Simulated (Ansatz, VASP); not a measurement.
# BAs in two plane-wave programs

Aim: how closely do two programs agree when they are given the same cell, functional and k mesh? Valence electrons are named where the data sets of a main pair hold unlike numbers.

Method: plane waves, with VASP 6.6.1 beside it; band structure at PBE-EpsX with an exact-exchange share of 0.098, in Ansatz 0.2.0.

## Step 1: The structure

Symmetry: F-43m, No. 216, cubic system. The conventional cell has a = 4.777 Å, b = 4.777 Å, c = 4.777 Å, α = 90.00°, β = 90.00°, γ = 90.00°. Nearest to B lie 4 As at 2.07 Å. As has 4 B at 2.07 Å nearest. Farther neighbours are not listed.

## Step 2: VASP: band structure, PBE-EpsX with an exact-exchange share of 0.098

Levels along a path test the potential and the projectors away from the mesh points.

Lines of VASP's logs that name or quote its potential files are left out, and so is its time.

The run reads the wave functions of an earlier VASP run, which isn't shown here.

File INCAR:

```
SYSTEM = BAs
PREC = Accurate
ENCUT = 420
EDIFF = 1E-06
NELM = 100
ISMEAR = 0
SIGMA = 0.02
LREAL = .FALSE.
ALGO = Normal
LHFCALC = .TRUE.
AEXX = 0.098
GGA = PE
LASPH = .TRUE.
NBANDS = 10
PRECFOCK = Fast
HFRCUT = -1
LORBIT = 11
LWAVE = .FALSE.
LCHARG = .FALSE.
KPAR = 4
```

File POSCAR:

```
BAs
1.0
    0.0000000000      2.3885000000      2.3885000000
    2.3885000000      0.0000000000      2.3885000000
    2.3885000000      2.3885000000      0.0000000000
B As
1 1
Direct
    0.0000000000      0.0000000000      0.0000000000
    0.2500000000      0.2500000000      0.2500000000
```

File KPOINTS:

```
Automatic mesh
0
Gamma
5 5 5
0 0 0
```

File KPOINTS_OPT:

```
Line mode
6
Line-mode
Reciprocal
  0.00000000   0.00000000   0.00000000 GAMMA
  0.50000000   0.00000000   0.50000000 X

  0.50000000   0.00000000   0.50000000 X
  0.50000000   0.25000000   0.75000000 W

  0.50000000   0.25000000   0.75000000 W
  0.37500000   0.37500000   0.75000000 K

  0.37500000   0.37500000   0.75000000 K
  0.00000000   0.00000000   0.00000000 GAMMA

  0.00000000   0.00000000   0.00000000 GAMMA
  0.50000000   0.50000000   0.50000000 L

  0.50000000   0.50000000   0.50000000 L
  0.62500000   0.25000000   0.62500000 U

  0.62500000   0.25000000   0.62500000 U
  0.50000000   0.25000000   0.75000000 W

  0.50000000   0.25000000   0.75000000 W
  0.50000000   0.50000000   0.50000000 L

  0.50000000   0.50000000   0.50000000 L
  0.37500000   0.37500000   0.75000000 K

  0.62500000   0.25000000   0.62500000 U
  0.50000000   0.00000000   0.50000000 X
```

Potentials, in the order of the species: B and As (PBE family, release 64).

Command:

```console
$ mpirun -np 4 vasp_std
```

Numbers of over 12 decimals in the logs are rounded to 6 here.

Log:

```text
[banner, memory and clock lines left out]
running    4 mpi-ranks, on    1 nodes
 distrk:  each k-point on    1 cores,    4 groups
 distr:  one band on    1 cores,    1 groups

 POSCAR found type information on POSCAR B As
 POSCAR found :  2 types and       2 ions
 LDA part: xc-table for (Slater+PW92), standard interpolation
 found WAVECAR, reading the header
 POSCAR, INCAR and KPOINTS ok, starting setup
 FFT: planning ... GRIDC
 FFT: planning ... GRID_SOFT
 FFT: planning ... GRID
 HFRCUT set to (new)   9.334170
 reading WAVECAR
 the WAVECAR file was read successfully
 initial charge from wavefunction
 entering main loop
       N       E                     dE             d eps       ncg     rms          rms(c)
DAV:   1    -0.124261137624E+02   -0.12426E+02   -0.80843E-02   218   0.197E+00    0.849E-01
DAV:   2    -0.124262082770E+02   -0.94515E-04   -0.61345E-04   222   0.201E-01    0.525E-01
DAV:   3    -0.124261212475E+02    0.87030E-04   -0.69875E-05   218   0.556E-02    0.308E-01
DAV:   4    -0.124260948001E+02    0.26447E-04   -0.12395E-05   216   0.247E-02    0.178E-01
DAV:   5    -0.124260868945E+02    0.79055E-05   -0.36680E-06   228   0.129E-02    0.102E-01
DAV:   6    -0.124260849703E+02    0.19243E-05   -0.11364E-06   130   0.740E-03    0.591E-02
DAV:   7    -0.124260847831E+02    0.18718E-06   -0.41088E-07   112   0.468E-03
   1 F= -.12426085E+02 E0= -.12426085E+02  d E =-.710223E-32
 Start KPOINTS_OPT (optional k-point list driver)
k-point batch [1-10\60]
       N       E                     dE             ncg
DAV:   1     0.177870716821E+03   -0.21836E+04      200
DAV:   2    -0.436614218123E+02   -0.22153E+03      302
DAV:   3    -0.515759527472E+02   -0.79145E+01      246
DAV:   4    -0.516157019320E+02   -0.39749E-01      256
DAV:   5    -0.516158535601E+02   -0.15163E-03      252
DAV:   6    -0.516158537271E+02   -0.16696E-06      260
[...]
k-point batch [51-60\60]
       N       E                     dE             ncg
DAV:   1     0.781250846483E+02   -0.31282E+04      200
DAV:   2    -0.114438602789E+03   -0.19256E+03      262
DAV:   3    -0.121083948324E+03   -0.66453E+01      256
DAV:   4    -0.121122193449E+03   -0.38245E-01      272
DAV:   5    -0.121122268329E+03   -0.74880E-04      254
DAV:   6    -0.121122268407E+03   -0.77341E-07      262
```

From OUTCAR (step 2):

```text
ion  position               nearest neighbor table
   1  0.000  0.000  0.000-   2 2.07   2 2.07   2 2.07   2 2.07
   2  0.250  0.250  0.250-   1 2.07   1 2.07   1 2.07   1 2.07

  LATTYP: Found a face centered cubic cell.
 ALAT       =     4.7770000000

 Subroutine GETGRP returns: Found 24 space group operations
 (whereof 24 operations were pure point group operations)

The static configuration has the point symmetry T_d .

 Found     10 irreducible k-points:

   k-points           NKPTS =     10   k-points in BZ     NKDIM =    125   number of bands    NBANDS=     10

   dimension x,y,z NGX =    24 NGY =   24 NGZ =   24
   dimension x,y,z NGXF=    48 NGYF=   48 NGZF=   48

   ENCUT  =  420.0 eV  30.87 Ry    5.56 a.u.   5.64  5.64  5.64*2*pi/ulx,y,z

   NELECT =       8.0000    total number of electrons

 k-points in reciprocal lattice and weights: Automatic mesh
   0.00000000  0.00000000  0.00000000       0.008
   0.20000000  0.00000000  0.00000000       0.064
   0.40000000  0.00000000  0.00000000       0.064
   0.20000000  0.20000000  0.00000000       0.048
   0.40000000  0.20000000  0.00000000       0.192
  -0.40000000  0.20000000  0.00000000       0.192
  -0.20000000  0.20000000  0.00000000       0.096
   0.40000000  0.40000000  0.00000000       0.048
  -0.40000000  0.40000000  0.00000000       0.096
  -0.40000000  0.40000000  0.20000000       0.192

  exchange ACFDT corr.  =         0.00000000  see jH, gK, PRB 81, 115126

 average (electrostatic) potential at core
       1 -25.4383       2 -47.1424

 E-fermi :   6.0078

 k-point     1 :       0.0000    0.0000    0.0000
  band No.  band energies     occupation
      1     -10.1993      2.00000
      2       5.8455      2.00000
      3       5.8455      2.00000
      4       5.8455      2.00000
      5       9.7094      0.00000
      6       9.7094      0.00000
      7       9.7094      0.00000
      8      11.2776      0.00000
      9      16.1142      0.00000
    ...

 k-point     2 :       0.2000    0.0000    0.0000
  band No.  band energies     occupation
      1      -9.5304      2.00000
      2       1.9415      2.00000
      3       4.9412      2.00000
      4       4.9412      2.00000
      5       9.6786      0.00000
      6      10.8661      0.00000
      7      10.8661      0.00000
      8      13.7983      0.00000
      9      17.6911      0.00000
    ...

 k-point     3 :       0.4000    0.0000    0.0000
  band No.  band energies     occupation
      1      -7.7669      2.00000
      2      -2.4352      2.00000
      3       4.0614      2.00000
      4       4.0614      2.00000
      5       9.2145      0.00000
      6      11.3019      0.00000
      7      11.3019      0.00000
      8      15.4621      0.00000
      9      18.6925      0.00000
    ...

  energy-cutoff  :      420.00
  volume of cell :       27.25
      direct lattice vectors                 reciprocal lattice vectors
     0.000000000  2.388500000  2.388500000    -0.209336404  0.209336404  0.209336404
     2.388500000  0.000000000  2.388500000     0.209336404 -0.209336404  0.209336404
     2.388500000  2.388500000  0.000000000     0.209336404  0.209336404 -0.209336404

 POSITION                                       TOTAL-FORCE (eV/Angst)
 -----------------------------------------------------------------------------------
      0.00000      0.00000      0.00000        -0.000000     -0.000000     -0.000000
      1.19425      1.19425      1.19425         0.000000      0.000000      0.000000
 -----------------------------------------------------------------------------------
    total drift:                                0.000000      0.000000      0.000000

  FREE ENERGIE OF THE ION-ELECTRON SYSTEM (eV)
  ---------------------------------------------------
  free  energy   TOTEN  =       -12.4260847831 eV

  energy  without entropy=      -12.4260847831  energy(sigma->0) =      -12.42608478

 total charge
# of ion       s       p       d       tot
------------------------------------------
    1        0.653   1.185   0.000   1.838
    2        1.174   1.684   0.089   2.947
--------------------------------------------------
tot          1.826   2.869   0.089   4.785

[... 3 further parts left out ...]
```

The k-mesh is coarse for unscreened exact exchange, which converges slowly with it. Spin-orbit coupling is off here; it would split degenerate levels, and it lifts a valence top of As p states by about 0.1 eV.

## Step 3: Ansatz: band structure, PBE-EpsX with an exact-exchange share of 0.098

Ansatz runs on its default PAW (the set named soft_2) files.

The same cell, functional, mesh and smearing now go to Ansatz, which takes its cutoff from its data sets.

File input.yaml:

```yaml
crystal:
  lattice:
    - [0.0, 2.3885, 2.3885]
    - [2.3885, 0.0, 2.3885]
    - [2.3885, 2.3885, 0.0]
  atoms:
    - { symbol: B, position: [0.0, 0.0, 0.0] }
    - { symbol: As, position: [0.25, 0.25, 0.25] }
hamiltonian:
  xc: { exchange: pbe, correlation: pbe, exx: { coeff: 0.098 } }
  pseudopotentials: { kind: paw }
kpoints:
  mp_grid: { grid: [5, 5, 5] }
  band_path:
    path:
      - [0.0, 0.0, 0.0]
      - [0.4, 0.0, 0.4]
      - [0.5, 0.0, 0.5]
      - [0.5, 0.2, 0.7]
      - [0.4, 0.35, 0.75]
      - [0.15, 0.15, 0.3]
      - [0.2, 0.2, 0.2]
      - [0.55, 0.4, 0.55]
      - [0.6, 0.25, 0.65]
      - [0.5, 0.25, 0.75]
      - [0.5, 0.5, 0.5]
      - [0.375, 0.375, 0.75]
      - [0.5, 0.0, 0.5]
    npoints: 1
scf:
  occupations: { method: gaussian, width: 0.02 }
  n_extra_bands: 7
output:
  forces: true
  stress: true
  eigenvalues: true
```

Command:

```console
$ ansatz run input.yaml --threads 4 --pin off --max-ram 9216MiB --backend cpu --events-out ev --progress --plain --runs-dir out
```

Log:

```text
Warning: output.stress: scf.convergence.dr2_threshold = 1e-7 eV (the SCF's general default) is looser than the 2e-10 eV advised for a printed stress (1e-10 eV for each atom of the cell: 2). What an SCF threshold leaves in a stress goes as its square root, and in the free energy as the threshold itself, and one threshold admits the most on a small cell: [figures from the program's tests cut] Set scf.convergence.dr2_threshold to 2e-10 eV or tighter. The threshold is an SCF's pass mark: one that does not reach it within its budget of iterations ends unconverged, or closes short of it on a stop that the run arms, and scf.convergence.dr2_threshold's page says what that costs each kind of run
Warning: output.stress: scf.exx.energy_threshold = 1e-6 eV is looser than the 2e-8 eV advised for a stress under a hybrid functional (1e-8 eV for each atom of the cell: 2). Every SCF of the exchange loop can meet its threshold on dr2 while the loop round them stops early: no threshold on dr2 bounds what that leaves in the stress. Set scf.exx.energy_threshold to 2e-8 eV or tighter. The threshold is the loop's pass mark: a loop that does not reach it within its budget of cycles ends unconverged, and scf.exx.energy_threshold's page has the law
scf.n_extra_bands = 7 over 9 filled bands (N_el = 18.0): the run solves 16 bands
Engine: ansatz 0.2.0, aarch64-unknown-linux-gnu
Pseudopotentials: kind: paw
Pseudopotential: B, paw, valence charge 3, recommended cutoff 420 eV (normal), B.paw.azcp
Pseudopotential: As, paw, valence charge 15, recommended cutoff 420 eV (normal), As.paw.azcp
Functional definition: unnamed
  parameter a_1 = 0.098
  exchange = (1 - a_1)*pbe_x + a_1*exact_x
  correlation = pbe_c
Crystal: 2 atoms, lattice volume = 27.252 Å³
Basis set: ecut = 420 eV, 531 PW (Γ), exchange–correlation on 48×48×48 points (8 copies of the dense FFT grid, shifted against one another)
Bands: 16, of which v1, the nominal top of the filled ones, is band 9 counted from 1 (8 counted from 0)
Symmetry: 24 space group operations
Space group: F-43m (ITA 216), of the structure as read, at distance tolerance 3.0e-5 Å
k-points: 10 of 125 (time reversal used)
Non-local potential: B, projectors of the file, l = 0: 2, l = 1: 2, l = 2: 1
Non-local potential: As, projectors of the file, l = 0: 2, l = 1: 2, l = 2: 3, l = 3: 1
PAW form: soft (Blöchl's): semilocal exchange-correlation on the pseudo side does not see the compensation charge
PAW frozen core: B, regenerated for the run's functional, and the local potential with it (the file was generated under x = pbe(κ = 0.804, μ = 0.219515), c = pbe(β = 0.066725))
PAW frozen core: As, regenerated for the run's functional, and the local potential with it (the file was generated under x = pbe(κ = 0.804, μ = 0.219515), c = pbe(β = 0.066725))
PAW one-centre angular grid: B, 110 points (default); XC on 64 Gauss nodes
PAW one-centre angular grid: As, 590 points (default); XC on 64 Gauss nodes
Initial density: superposition of atomic densities (neutral atoms: chi_scale 0, normalization atom), corrected by the library's trained network
Initial wavefunctions: pseudopotential atomic-orbital guess
Functional: x = pbe(κ = 0.804, μ = 0.219515), c = pbe(β = 0.066725), warm-up for x = 0.902 pbe(κ = 0.804, μ = 0.219515) + 0.098 exact, c = pbe(β = 0.066725)
SCF iter   1: F=—  HF=-5012.043912 eV  |F-HF|=—  |Δ(HF+E_count)|=         —  Δρ=1.23e-3  dr2=3.55e-4  ethr=1.77e-3  ⟨swp⟩=9.4  Hψ=739  notcnv=0
preconditioner: auto → none  [insulator: Δε(μ)=1.184 eV  Ē_g=15.619 eV  σ=0.020 eV  W_gap=1.00  n_scr=8 (ndim 8)  ℏωp=20.1 eV  f_vac=0.001  D(μ)=0.00/eV (n_scr^D=0)]
SCF iter   2: F=-5012.044068 eV  HF=-5012.044025 eV  |F-HF|=4.29e-5  |Δ(HF+E_count)|=   1.13e-4  Δρ=5.52e-4  dr2=6.37e-5  ethr=1.97e-6  ⟨swp⟩=4.1  Hψ=394  notcnv=0  defer=6
SCF 1 stopped early in 2 iterations: F = -5012.044068 eV  dr2 = 6.37e-5
  greatest PAW one-centre occupation: 0.999 electrons in one spin orbital (limit 2), on the As atom at site 1 (counted from 0), in its partial waves of l = 2
Initial density: handed on by an earlier stage of this run
Initial wavefunctions: those handed on with the density
Functional: x = 0.902 pbe(κ = 0.804, μ = 0.219515) + 0.098 exact, c = pbe(β = 0.066725)
Frozen-core exchange: fock
SCF iter   1: F=—  HF=-5012.588373 eV  |F-HF|=—  |Δ(HF+E_count)|=         —  Δρ=2.79e-3  dr2=1.17e-3  ethr=3.54e-6  ⟨swp⟩=5.1  Hψ=666  notcnv=0
preconditioner: auto → none  [insulator: Δε(μ)=1.688 eV  Ē_g=16.628 eV  σ=0.020 eV  W_gap=1.00  n_scr=8 (ndim 8)  ℏωp=20.1 eV  f_vac=0.001  D(μ)=0.00/eV (n_scr^D=0)]
SCF iter   2: F=—  HF=-5012.587350 eV  |F-HF|=—  |Δ(HF+E_count)|=   1.02e-3  Δρ=1.32e-3  dr2=3.28e-4  ethr=3.54e-6  ⟨swp⟩=3.0  Hψ=411  notcnv=0
SCF iter   3: F=—  HF=-5012.587313 eV  |F-HF|=—  |Δ(HF+E_count)|=   3.68e-5  Δρ=6.01e-4  dr2=4.92e-5  ethr=1.23e-6  ⟨swp⟩=2.0  Hψ=250  notcnv=0
SCF iter   4: F=—  HF=-5012.587712 eV  |F-HF|=—  |Δ(HF+E_count)|=   3.99e-4  Δρ=3.79e-4  dr2=1.49e-5  ethr=1.92e-7  ⟨swp⟩=3.0  Hψ=341  notcnv=0
SCF iter   5: F=—  HF=-5012.587708 eV  |F-HF|=—  |Δ(HF+E_count)|=   3.98e-6  Δρ=1.63e-4  dr2=2.74e-6  ethr=8.23e-8  ⟨swp⟩=2.1  Hψ=251  notcnv=0
iter 6 solved again at ethr=6.91e-10 eV; its pass at ethr=1.48e-8 eV (dr2=1.24e-7 eV) is discarded
SCF iter   6: F=-5012.587707 eV  HF=-5012.587707 eV  |F-HF|=5.14e-8  |Δ(HF+E_count)|=   7.69e-7  Δρ=3.36e-5  dr2=2.03e-7  ethr=6.91e-10  ⟨swp⟩=4.0  Hψ=665  notcnv=0  defer=7
SCF 2 stopped early in 6 iterations: F = -5012.587707 eV  dr2 = 2.03e-7
hybrid outer 1: dexx = +3.543e-4 eV, tail = 1.85e-6 eV
Frozen-core exchange: fock
SCF iter   1: F=—  HF=-5012.587724 eV  |F-HF|=—  |Δ(HF+E_count)|=         —  Δρ=1.87e-5  dr2=5.51e-8  ethr=5.15e-8  ⟨swp⟩=3.6  Hψ=341  notcnv=0
preconditioner: auto → none  [insulator: Δε(μ)=1.698 eV  Ē_g=16.629 eV  σ=0.020 eV  W_gap=1.00  n_scr=8 (ndim 8)  ℏωp=20.1 eV  f_vac=0.001  D(μ)=0.00/eV (n_scr^D=0)]
SCF iter   2: F=-5012.587724 eV  HF=-5012.587724 eV  |F-HF|=3.03e-10  |Δ(HF+E_count)|=   1.71e-8  Δρ=2.20e-6  dr2=1.07e-9  ethr=2.81e-10  ⟨swp⟩=3.0  Hψ=332  notcnv=0
SCF 3 converged in 2 iterations: F = -5012.587724 eV  dr2 = 1.07e-9
  Residual-converged pass: ⟨swp⟩=2.6  Hψ=269  notcnv=0  max |occ|·‖R‖ = 2.2e-6 eV (tolerance 2.4e-6 eV)  dr2=1.07e-9  dr2_onsite=2.59e-10  max |Δocc| = 0.0e0
hybrid outer 2: dexx = +7.102e-9 eV, tail = 2.78e-9 eV, Δε = 4.86e-4 eV (about 3.97e-5 eV left of the loop's levels)
NSCF: frozen V_eff on 13 k-points
hybrid SCF converged: 2 outer / 8 inner (+2 warm-up), last move |dexx| = 7.10e-9 eV, tail = 2.78e-9 eV
Stability not checked: this state was not tested for a lower state beside it, because the functional holds exact exchange (a hybrid, or Hartree-Fock), whose exchange loop this test does not read (fock_operator; see scf.lower_state_search)
Free energy (F): -5012.587724 eV
Frozen-core exchange: fock
Harris-Foulkes:  -5012.587724 eV  (|F-HF|=3.03e-10)
Internal energy: -5012.587724 eV  (E = F + TS)
E sigma→0 (E₀):  -5012.587724 eV
Fermi energy:    11.708440 eV
--- Per-component energies (eV) ---
  E_band       = -231.167955
  E_kinetic    = 151.921280
  E_local      = -1694.108955  (includes V_loc(G=0)·N_el)
  E_nonlocal   = -658.122889
  E_hartree    = 940.621521
  E_xc         = -101.478132
  E_vxc        = -107.205165  (∫ρ·V_xc dr)
  E_exx        = -29.032999  (= α·E_x^exact, valence–valence)
  E_paw        = -1896.298582  (= ΣΔE_a)
  E_vpaw       = 253.170208  (= ΣTr[D̂ρ^β])
  E_aug_tail   = 0.000007  (compensation charges beyond the density's cutoff)
  E_ewald      = -1725.774997
  E_core_change = -0.313978  (= ΣΔE_core)
  E_smearing   = -0.000000  (= −TS)
  E_closure    = 0.000000  (closes the sum)
  Σ components = -5012.587724   (vs F -5012.587724, Δ=9.09e-13)
--- Forces (eV/Å), atoms counted from 1 ---
  atom   1  B      0.00000000     0.00000000    -0.00000000
  atom   2  As    -0.00000000    -0.00000000     0.00000000
  max |Σ_I F_I| component: 7.03e-16 eV/Å
--- Stress (GPa, compression-positive) ---
        1.574417       0.000000      -0.000000
       -0.000000       1.574417       0.000000
       -0.000000       0.000000       1.574417
  P = ⅓ Tr σ = 1.5744 GPa (15.744 kbar)
--- Band table (eV; the first three rows and the last of 10) ---
  k-point 0: bands = [... 5 lower, -5.1961, 10.8595, 10.8595, 10.8595, 14.7255, 14.7255, 14.7255, 16.2725, ... 3 higher]
  k-point 1: bands = [... 5 lower, -4.5207, 6.9484, 9.9532, 9.9532, 14.6837, 15.8840, 15.8840, 18.8080, ... 3 higher]
  k-point 2: bands = [... 5 lower, -2.7584, 2.5767, 9.0742, 9.0742, 14.2196, 16.3250, 16.3250, 20.4803, ... 3 higher]
  k-point 9: bands = [... 5 lower, -1.3123, 2.8701, 5.1672, 6.5341, 15.9169, 16.8313, 17.6683, 21.3785, ... 3 higher]
```

It took 30 s on 4 threads of Arm Neoverse N1, shared host; peak memory 0.67 GiB; 95 s of CPU time.

## Step 4: Comparison

Known differences besides the potentials themselves: exact exchange at q = 0 is treated differently, which shows on coarse meshes; VASP keeps PBE cores, Ansatz makes them for the functional; the data sets hold 18 valence electrons in Ansatz (on its default PAW (the set named soft_2) files) and 8 in VASP; VASP takes a coarser grid for exact exchange (PRECFOCK = Fast). Total energies have different zeros and are not compared.

Both answers:

```csv
quantity,Ansatz,VASP,difference
gap over the path points (eV),1.698,1.700,-0.002
```

Levels at points of the path, from each program's valence-band top (eV; 3 filled, then empty):

| k (reciprocal lattice) | Ansatz | VASP |
| --- | --- | --- |
| 0.000 0.000 0.000 | 0.00 0.00 0.00 3.87 3.87 3.87 | 0.00 0.00 0.00 3.86 3.86 3.86 |
| 0.400 0.000 0.400 | -7.66 -4.02 -4.02 1.70 2.81 11.29 | -7.66 -4.02 -4.02 1.70 2.81 11.26 |
| 0.500 0.000 0.500 | -8.94 -4.25 -4.25 1.95 1.98 12.31 | -8.94 -4.25 -4.25 1.95 1.99 12.28 |
| 0.500 0.200 0.700 | -8.52 -5.58 -5.32 5.15 5.53 8.58 | -8.52 -5.57 -5.31 5.14 5.52 8.56 |
| 0.400 0.350 0.750 | -8.53 -6.17 -3.80 2.84 6.25 9.73 | -8.53 -6.17 -3.80 2.84 6.24 9.71 |
| 0.150 0.150 0.300 | -4.22 -2.98 -0.73 4.60 4.96 5.78 | -4.21 -2.97 -0.73 4.61 4.95 5.78 |
| 0.200 0.200 0.200 | -3.91 -0.91 -0.91 3.82 5.02 5.02 | -3.90 -0.90 -0.90 3.83 5.02 5.02 |
| 0.550 0.400 0.550 | -8.92 -3.73 -2.44 3.84 5.94 6.61 | -8.92 -3.72 -2.44 3.84 5.93 6.59 |
| 0.600 0.250 0.650 | -8.53 -6.17 -3.80 2.84 6.25 9.73 | -8.53 -6.17 -3.80 2.84 6.24 9.71 |
| 0.500 0.250 0.750 | -8.46 -5.71 -5.41 5.91 6.70 7.44 | -8.46 -5.71 -5.41 5.89 6.70 7.42 |

Among the levels compared at these points, filled levels agree within 7 meV and empty ones within 34 meV.

## Step 5: What came out

* largest difference of a filled level at the path points (band structure, PBE-EpsX with an exact-exchange share of 0.098): 7.1 meV

**Reading.** The largest difference of a filled level at the path points is 7.1 meV (band structure, PBE-EpsX with an exact-exchange share of 0.098), within the 80 meV picked in this series as the mark of a large difference. The data sets hold unlike numbers of valence electrons (18 in Ansatz and 8 in VASP), so part of the differences comes from the potentials. Such differences can come from data sets, numerical settings and the points named under the comparisons, not from the functional's error against experiment.

[Lines on the potential files, build, host, timing and source positions are cut from VASP's logs without a mark.]

[Logs are printed without paths, hosts, clocks, repeated set-up lines and the standing remarks that a program may print on its own settings, such as how far it seeks lower states.]

[Hosts, paths, dates, database ids (printed as entryN), source tags and the programs' standing remarks are cut or masked in the printed files.]
